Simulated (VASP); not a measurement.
```xyz
2
Lattice="3.2894 0.0000 0.0000 0.0000 3.2894 0.0000 0.0000 0.0000 3.7758" Properties=species:S:1:pos:R:3 pbc="T T T"
Mg     1.6447     1.6447     1.8879
Cd     0.0000     0.0000     0.0000
```

Calculation: PBEsol GGA, VASP's PBE PAW potentials (set 64) (plane waves; VASP 6.6.1). Numerical set-up: 400 eV cut-off, Gaussian smearing of 0.050 eV, potentials Mg Cd.

Question: Estimate the band gap (along the path) with the smallest direct gap where there is one.

Answer: 
- band gap (along the path) = none (metal, semimetal or under 0.01 eV)

The absolute energy has meaning only against runs of the same code, potentials and settings.

The structure comes from a computed database's MgCd entry (P4/mmm); how it stands against other phases isn't given here. It was relaxed first.
